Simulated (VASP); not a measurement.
Input for VASP

KPOINTS:
```
Automatic mesh
0
gamma
 7 7 7
```

POSCAR:
```
BaTe
1
    0.0000000000     3.5594519277     3.5594519277
    3.5594519277     0.0000000000     3.5594519277
    3.5594519277     3.5594519277     0.0000000000
Ba Te
1 1
Direct
  0.0000000000   0.0000000000   0.0000000000
  0.5000000000   0.5000000000   0.5000000000
```

**INCAR**
```
SYSTEM = BaTe
PREC = Accurate; ENCUT = 520; LREAL = F
LASPH = T
EDIFF = 1E-7; NELM = 100; ALGO = Normal
LMAXMIX = 4
ISMEAR = 0; SIGMA = 0.05
GGA = RP
ISIF = 2
LWAVE = F; LCHARG = F
```

POTCAR, in this order: Ba_sv Te (PBE.64 set). Program: vasp_std.

Task: Translate this RPBE calculation to Ansatz.

Result: One equivalent input (not run):
Ansatz 0.2 input:
```yaml
crystal:
  lattice:
    - [0.0000000, 3.5594519, 3.5594519]
    - [3.5594519, 0.0000000, 3.5594519]
    - [3.5594519, 3.5594519, 0.0000000]
  atoms:
    - { symbol: Ba, position: [0.0000000, 0.0000000, 0.0000000] }
    - { symbol: Te, position: [0.5000000, 0.5000000, 0.5000000] }
kpoints:
  mp_grid: { grid: [7, 7, 7] }
hamiltonian:
  xc: rpbe
  pseudopotentials: { kind: paw }
scf:
  occupations: { method: gaussian, width: 0.05 }
  max_iter: 100
output: { forces: true, stress: true, eigenvalues: true }
```
The two are equivalent in intent, not identical: each code has its own PAW files, so the cut-off isn't converted (ENCUT is set for VASP's; basis.ecutwfc is left out, and Ansatz then takes the one that its files recommend); Ansatz stops its SCF on the density residual and VASP on the energy change (EDIFF).

The compound is BaTe in the rock salt structure. This cell is one point of a volume scan, at 0.97 of the reference volume.
